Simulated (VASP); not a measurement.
Take AuAl$_{2}$ (fluorite), against free atoms with fixed spin and no zero-point term, in VASP with PAW potentials, and its cohesive energy.

Problem. One run gives 4.61 eV/atom. Which level is it?
A. PBEsol
B. PBE
C. LDA
D. SCAN

Solution. C, LDA.  The others give 4.24 (PBEsol), 4.31 (SCAN), 3.74 (PBE).

Only levels that ran to the end are used. Left out are those held back, those with too coarse a band path, GW runs whose mesh misses a band edge, hybrids' fits of cells that aren't cubic and levels without matching references; a question may draw on a part of the rest.
